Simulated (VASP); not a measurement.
# SrW (R-3m) in VASP: reference runs

Aim: a first look at SrW with PBE, on the cell as given and on a disturbed one.

All numbers are computed with VASP 6.6.1; they aren't measurements. Logs are shortened: lines on timing, memory, paths and dates and some standing lists are left out, and cuts for length are marked.

## Step 1: The crystal as given

Symmetry: R-3m, No. 166, trigonal system. The conventional cell has a = 3.057 Å, b = 3.057 Å, c = 16.887 Å, α = 90.00°, β = 90.00°, γ = 120.00°. Sr (site symmetry -3m) has 6 Sr at 3.06 Å and 6 W at 3.32 Å as nearest neighbours. W (site symmetry -3m) has 6 W at 3.06 Å and 6 Sr at 3.32 Å as nearest neighbours.

The cell was built by a generator and needn't be a form met in nature.

## Step 2: Single point, PBE

INCAR

```
PREC = Accurate
ENCUT = 520
EDIFF = 1E-7
ISMEAR = -1
SIGMA = 0.05
LREAL = F
LASPH = T
NELM = 80
ALGO = Normal
ISIF = 2
LWAVE = F
LCHARG = F
GGA = PE
NBANDS = 19
```

KPOINTS

```
Automatic mesh
0
Gamma
  10 10 10
```

POSCAR

```
SrW
1.0
    1.5283100000      0.8823700000      5.6290200000
   -1.5283100000      0.8823700000      5.6290200000
    0.0000000000     -1.7647400000      5.6290200000
Sr W
1 1
Direct
    0.5000000000      0.5000000000      0.5000000000
    0.0000000000      0.0000000000      0.0000000000
```

Potentials or basis: VASP PAW PBE potentials, release 64 (Sr_sv, W_sv).

The run is started by

```console
> cat potpaw_PBE.64/Sr_sv/POTCAR potpaw_PBE.64/W_sv/POTCAR > POTCAR
> mpirun -np 1 vasp_std > vasp.out
```

OUTCAR:

```text
PREC = Accurate
   ENCUT = 520
   EDIFF = 1E-7
   ISMEAR = -1
   LREAL = F
   LASPH = T
   NELM = 80
   ISIF = 2
   GGA = PE

 ion  position               nearest neighbor table
   1  0.500  0.500  0.500-   2 3.32   2 3.32   2 3.32   2 3.32   2 3.32   2 3.32
   2  0.000  0.000  0.000-   1 3.32   1 3.32   1 3.32   1 3.32   1 3.32   1 3.32

  LATTYP: Found a trigonal (rhomboedric) cell.
 ALAT       =     5.8991672661
 COS(alpha) =     0.8657632328

  Lattice vectors:

 A1 = (   1.5283100000,   0.8823700000,   5.6290200000)
 A2 = (  -1.5283100000,   0.8823700000,   5.6290200000)
 A3 = (   0.0000000000,  -1.7647400000,   5.6290200000)

Analysis of symmetry for initial positions (statically):
=====================================================================
 Subroutine PRICEL returns:
 Original cell was already a primitive cell.

 Routine SETGRP: Setting up the symmetry group for a
 trigonal (rhombohedral) supercell.

 Subroutine GETGRP returns: Found 12 space group operations
 (whereof 12 operations were pure point group operations)
 out of a pool of 12 trial point group operations.

The static configuration has the point symmetry D_3d.

Analysis of symmetry for dynamics (positions and initial velocities):
=====================================================================
 Subroutine PRICEL returns:
 Original cell was already a primitive cell.

 Routine SETGRP: Setting up the symmetry group for a
 trigonal (rhombohedral) supercell.

 Subroutine GETGRP returns: Found 12 space group operations
 (whereof 12 operations were pure point group operations)
 out of a pool of 12 trial point group operations.

The dynamic configuration has the point symmetry D_3d.

 Subroutine INISYM returns: Found 12 space group operations
 (whereof 12 operations are pure point group operations),
 and found     1 'primitive' translations

----------------------------------------------------------------------------------------

                                     Primitive cell

  volume of cell :      45.5456

  direct lattice vectors                    reciprocal lattice vectors
     1.528310000  0.882370000  5.629020000     0.327158757  0.188885237  0.059216939
    -1.528310000  0.882370000  5.629020000    -0.327158757  0.188885237  0.059216939
     0.000000000 -1.764740000  5.629020000     0.000000000 -0.377770474  0.059216939

  length of vectors
     5.899167266  5.899167266  5.899167181     0.382383487  0.382383487  0.382383547

  position of ions in fractional coordinates (direct lattice)
     0.500000000  0.500000000  0.500000000
     0.000000000  0.000000000  0.000000000

  ion indices of the primitive-cell ions
   primitive index   ion index
                 1           1
                 2           2

----------------------------------------------------------------------------------------

 KPOINTS: Automatic mesh

Automatic generation of k-mesh.
 Grid dimensions read from file:
 generate k-points for:   10   10   10

 Generating k-lattice:

  Cartesian coordinates                     Fractional coordinates (reciprocal lattice)
     0.032715876  0.018888524  0.005921694     0.100000000  0.000000000  0.000000000
    -0.032715876  0.018888524  0.005921694     0.000000000  0.100000000  0.000000000
     0.000000000 -0.037777047  0.005921694     0.000000000  0.000000000  0.100000000

  Length of vectors
     0.038238349  0.038238349  0.038238355

  Shift w.r.t. Gamma in fractional coordinates (k-lattice)
     0.000000000  0.000000000  0.000000000

 Subroutine IBZKPT returns following result:
 ===========================================

 Found    116 irreducible k-points:

 Following reciprocal coordinates:
            Coordinates               Weight
  0.000000  0.000000  0.000000      1.000000
  0.100000  0.000000  0.000000      6.000000
  0.200000  0.000000  0.000000      6.000000
  0.300000 -0.000000  0.000000      6.000000
  0.400000  0.000000  0.000000      6.000000
  0.500000  0.000000  0.000000      3.000000
[... 16 lines left out ...]
  0.300000  0.300000  0.000000      6.000000
  0.400000  0.300000  0.000000     12.000000
 [... further k-points ...]
   k-points           NKPTS =    116   k-points in BZ     NKDIM =    116   number of bands    NBANDS=     19
   number of dos      NEDOS =    301   number of ions     NIONS =      2
   total plane-waves  NPLWV = 110592
   dimension x,y,z NGX =    48 NGY =   48 NGZ =   48
   dimension x,y,z NGXF=    96 NGYF=   96 NGZF=   96
   ions per type =               1   1
   NGX,Y,Z   is equivalent  to a cutoff of  13.53, 13.53, 13.53 a.u.
   NGXF,Y,Z  is equivalent  to a cutoff of  27.05, 27.05, 27.05 a.u.
 SYSTEM =  unknown system
   PREC   = accura    normal or accurate (medium, high low for compatibility)
   ISTART =      0    job   : 0-new  1-cont  2-samecut
   ICHARG =      2    charge: 1-file 2-atom 10-const
   ISPIN  =      1    spin polarized calculation?
   LNONCOLLINEAR =      F non collinear calculations
   LSORBIT =      F    spin-orbit coupling
   LASPH  =      T    aspherical Exc in radial PAW
   ENCUT  =  520.0 eV  38.22 Ry    6.18 a.u.  10.97 10.97 10.97*2*pi/ulx,y,z
   NELM   =     80;   NELMIN=  2; NELMDL= -5     # of ELM steps
   EDIFF  = 0.1E-06   stopping-criterion for ELM
   LREAL  =      F    real-space projection
   EDIFFG = 0.1E-05   stopping-criterion for IOM
   NSW    =      0    number of steps for IOM
   IBRION =     -1    ionic relax: 0-MD 1-quasi-New 2-CG
   NFREE  =      0    steps in history (QN), initial steepest desc. (CG)
   ISIF   =      2    stress and relaxation
   ISYM   =      2    0-nonsym 1-usesym 2-fastsym
   POTIM  = 0.5000    time-step for ionic-motion
   TEBEG  =    0.0;   TEEND  =   0.0 temperature during run
   PSTRESS=    0.0 pullay stress
   NELECT =      24.0000    total number of electrons
   NUPDOWN=      -1.0000    fix difference up-down
   EMIN   =  10.00;   EMAX   =-10.00  energy-range for DOS
   EFERMI =   0.00;   METHOD = LEGACY
   ISMEAR =    -1;   SIGMA  =   0.05  broadening in eV -4-tet -1-fermi 0-gaus
   EFERMI_NEDOS =   21; number of points for ismear=-14 and -15
   IALGO  =     38    algorithm
   IMIX   =      4    mixing-type and parameters
     AMIX     =   0.40;   BMIX     =  1.00
     AMIX_MAG =   1.60;   BMIX_MAG =  1.00
  volume/ion in A,a.u.               =      22.77       153.68
  Fermi-wavevector in a.u.,A,eV,Ry     =   1.322300  2.498784 23.789460  1.748476
  Thomas-Fermi vector in A             =   2.451991
   LORBIT       =      0    0 simple, 1 ext, 2 COOP (PROOUT), +10 PAW based schemes
   GGA     = PE    functional components
   LHFCALC =     F    Hartree Fock is set to
   AEXX    =    0.0000 exact exchange contribution
   IVDW    =     0    specifies the selected vdW correction
   LEPSILON=     F    determine dielectric tensor
   LRPA    =     F    only Hartree local field effects (RPA)
 non-spin polarized calculation
  energy-cutoff  :      520.00
  volume of cell :       45.55
 maximum number of plane-waves:      1243
 NGX is ok and might be reduce to    48
   NGX = 21   NGY = 21   NGZ = 21

 number of electron      24.0000001 magnetization

 Free energy of the ion-electron system (eV)
  ---------------------------------------------------
  ext. energy  EPLUGINS =         0.00000000
  ---------------------------------------------------
  free energy    TOTEN  =       -11.50014836 eV

  energy without entropy =      -11.48670997  energy(sigma->0) =      -11.49342916

 E-fermi :   6.1286     XC(G=0): -11.1237

 val. band max:        6.1201135256   @ k =  -0.3000   0.3000   0.1000
 cond. band min:       6.1431827196   @ k =   0.4000   0.1000   0.0000
 fundamental gap:      0.0230691939
 Fermi energy:         6.1285934630

 k-point     1 :       0.0000    0.0000    0.0000
  band No.  band energies     occupation
      1     -67.7712      2.00000
      2     -31.9702      2.00000
      3     -31.6399      2.00000
      4     -31.6399      2.00000
      5     -29.6064      2.00000
      6     -11.4827      2.00000
[... 11 lines left out ...]
     18      10.3218      0.00000
     19      14.4820      0.00000

 k-point     2 :       0.1000    0.0000    0.0000
  band No.  band energies     occupation
      1     -67.7686      2.00000
      2     -31.9646      2.00000
      3     -31.6814      2.00000
      4     -31.6498      2.00000
      5     -29.5607      2.00000
      6     -11.4350      2.00000
[... 11 lines left out ...]
     18      10.6727      0.00000
     19      14.1168      0.00000

 k-point     3 :       0.2000    0.0000    0.0000
  band No.  band energies     occupation
      1     -67.7620      2.00000
      2     -31.9500      2.00000
      3     -31.7888      2.00000
      4     -31.6757      2.00000
      5     -29.4386      2.00000
      6     -11.4069      2.00000
[... 11 lines left out ...]
     18      11.7620      0.00000
     19      13.5238      0.00000

 k-point     4 :       0.3000   -0.0000    0.0000
  band No.  band energies     occupation
      1     -67.7538      2.00000
      2     -31.9320      2.00000
      3     -31.9190      2.00000
      4     -31.7074      2.00000
      5     -29.2820      2.00000
      6     -12.2228      2.00000
[... 11 lines left out ...]
     18      12.8037      0.00000
     19      13.2058      0.00000

 k-point     5 :       0.4000    0.0000    0.0000
  band No.  band energies     occupation
      1     -67.7471      2.00000
      2     -32.0227      2.00000
      3     -31.9172      2.00000
      4     -31.7329      2.00000
      5     -29.1505      2.00000
      6     -12.8315      2.00000
[... 11 lines left out ...]
     18      12.2086      0.00000
     19      13.7977      0.00000
[... 334 lines left out ...]
      2     -31.9940      2.00000
      3     -31.9112      2.00000
      4     -31.8131      2.00000
      5     -29.1014      2.00000
      6     -12.6568      2.00000
[... 11 lines left out ...]
     18      11.2960      0.00000
     19      14.1077      0.00000

 k-point    22 :      -0.2000    0.2000    0.0000
  band No.  band energies     occupation
      1     -67.7499      2.00000
      2     -31.9408      2.00000
      3     -31.9231      2.00000
      4     -31.7611      2.00000
      5     -29.2088      2.00000
      6     -12.3393      2.00000
[... 11 lines left out ...]
     18      11.4915      0.00000
     19      14.5125      0.00000

 k-point    23 :       0.3000    0.3000    0.0000
  band No.  band energies     occupation
      1     -67.7538      2.00000
      2     -31.9322      2.00000
      3     -31.9187      2.00000
      4     -31.7074      2.00000
      5     -29.2824      2.00000
      6     -12.2165      2.00000
[... 11 lines left out ...]
     18      13.1370      0.00000
     19      13.2593      0.00000

 k-point    24 :       0.4000    0.3000    0.0000
  band No.  band energies     occupation
      1     -67.7492      2.00000
      2     -31.9730      2.00000
      3     -31.9218      2.00000
      4     -31.7431      2.00000
      5     -29.1930      2.00000
      6     -12.5338      2.00000
[... 11 lines left out ...]
     18      12.0183      0.00000
     19      13.6919      0.00000

 [... further k-points ...]

------------------------ aborting loop because EDIFF is reached ----------------------------------------

  FORCE on cell =-STRESS in cart. coord.  units (eV):
  Direction    XX          YY          ZZ          XY          YZ          ZX
  --------------------------------------------------------------------------------------
  -------------------------------------------------------------------------------------
  Total        0.0778225      0.0778225      0.0976478      0.0000000      0.0000000     -0.0000000
  in kB        2.7375971      2.7375959      3.4350012      0.0000000      0.0000000     -0.0000000
  external PRESSURE =       2.9700647 kB  Pullay stress =       0.0000000 kB

 VOLUME and BASIS-vectors are now :
 -----------------------------------------------------------------------------
  energy-cutoff  :      520.00
  volume of cell :       45.55
      direct lattice vectors                 reciprocal lattice vectors
     1.528310000  0.882370000  5.629020000     0.327158757  0.188885237  0.059216939
    -1.528310000  0.882370000  5.629020000    -0.327158757  0.188885237  0.059216939
     0.000000000 -1.764740000  5.629020000     0.000000000 -0.377770474  0.059216939

 POSITION                                       TOTAL-FORCE (eV/Angst)
 -----------------------------------------------------------------------------------
      0.00000      0.00000      8.44353         0.000000     -0.000000     -0.000000
      0.00000      0.00000      0.00000         0.000000      0.000000      0.000000
 -----------------------------------------------------------------------------------
    total drift:                                0.000000      0.000000     -0.000000

  FREE ENERGIE OF THE ION-ELECTRON SYSTEM (eV)
  ---------------------------------------------------
  free  energy   TOTEN  =       -11.5001483561 eV

  energy  without entropy=      -11.4867099683  energy(sigma->0) =      -11.49342916
```

Wall time 4.2 min (1 thread of AMD EPYC 9R45 (Zen 5), shared host); peak memory 0.35 GiB.

What came out:

* Free energy: -11.5001 eV
* Pressure: 0.3 GPa
* Band gap on the k mesh: none (metal or under the smearing width)

Levels at points of the mesh, in eV from the Fermi level:
| k point | band 9 | band 10 | band 11 | band 12 | band 13 | band 14 | band 15 | band 16 |
| --- | --- | --- | --- | --- | --- | --- | --- | --- |
| (0.00, 0.00, 0.00) | -6.34 | -2.58 | 0.10 | 0.10 | 0.61 | 1.07 | 1.87 | 1.87 |
| (0.50, 0.00, 0.00) | -3.12 | -1.66 | -1.11 | -0.64 | -0.11 | 1.37 | 1.44 | 4.04 |
| (0.50, 0.50, 0.00) | -3.59 | -2.71 | -2.04 | 0.45 | 1.01 | 1.38 | 4.04 | 4.43 |
| (0.50, 0.50, 0.50) | -5.52 | -2.58 | -0.91 | 0.15 | 0.15 | 0.82 | 2.17 | 2.17 |

Spin-orbit coupling is left out, which matters for the levels of W.

(Part 1 of 2 ends here.)
